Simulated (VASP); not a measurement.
An input for Quantum ESPRESSO's pw.x (written as the equivalent of a VASP run, and not itself run):

```
&CONTROL
  calculation = 'vc-relax'
  pseudo_dir = './pseudo'
  outdir = './out'
  tprnfor = .true.
  tstress = .true.
  nstep = 40
  forc_conv_thr = 0.00078
/
&SYSTEM
  ibrav = 0
  nat = 2
  ntyp = 1
  ecutwfc = 96
  occupations = 'smearing'
  smearing = 'methfessel-paxton'
  degauss = 0.00735
  input_dft = 'pbesol'
  nspin = 2
  starting_magnetization(1) = 0.16
/
&ELECTRONS
  conv_thr = 7.3e-08
  electron_maxstep = 100
/
&IONS
/
&CELL
  press = 300
/
ATOMIC_SPECIES
  Co 58.933 Co.upf
CELL_PARAMETERS angstrom
     1.1879270   -2.0575501   -0.0000000
     1.1879270    2.0575501   -0.0000000
    -0.0000000    0.0000000    3.8360602
ATOMIC_POSITIONS crystal
  Co   0.3333330  0.6666670  0.2500000
  Co   0.6666670  0.3333330  0.7500000
K_POINTS automatic
  17 17 10 0 0 0
```

Task: Write the VASP files for the same calculation (PBEsol).

Result: Several could match; the one computed here: 
KPOINTS:
```
kpoints
0
gamma
17 17 10
```

POSCAR:
```
Co
1.0
  1.1879269875  -2.0575501270   0.0000000000
  1.1879269875   2.0575501270   0.0000000000
  0.0000000000   0.0000000000   3.8360602297
Co
2
direct
  0.3333330000   0.6666670000   0.2500000000
  0.6666670000   0.3333330000   0.7500000000
```

**INCAR**
```
ALGO = Normal   # blocked Davidson
LORBIT = 10
GGA = PS   # PBEsol
LASPH = T
LREAL = F   # projection in real space or not
PSTRESS = 300
NELM = 100   # most electronic steps
EDIFF = 1E-6   # SCF stop (eV)
ENCUT = 500
SYSTEM = Co
ISIF = 3
PREC = Accurate
NSW = 40
LMAXMIX = 4   # l cut-off of mixed one-centre charges
IBRION = 2   # conjugate gradients
ISPIN = 2
SIGMA = 0.1
MAGMOM = 2*1.6
LWAVE = F
ISMEAR = 1
EDIFFG = -0.02   # ionic stop
LCHARG = F
```

POTCAR, in this order: Co (PBE.64 set). Program: vasp_std.

The two are equivalent in intent, not identical: the potentials are each code's own (VASP's PAW set, PseudoDojo norm-conserving files in pw.x), so ENCUT and ecutwfc are chosen apart and not converted; conv_thr bounds pw.x's estimated SCF error, while EDIFF bounds the energy change between steps; starting_magnetization is a fraction of the valence charge and MAGMOM a moment in μB, so they match only roughly; forc_conv_thr acts on force components and is met together with etot_conv_thr.

The compound is Co in the hcp structure. This run relaxes it under an external pressure of 30 GPa. Symmetry was kept, so distortions that lower it aren't found.
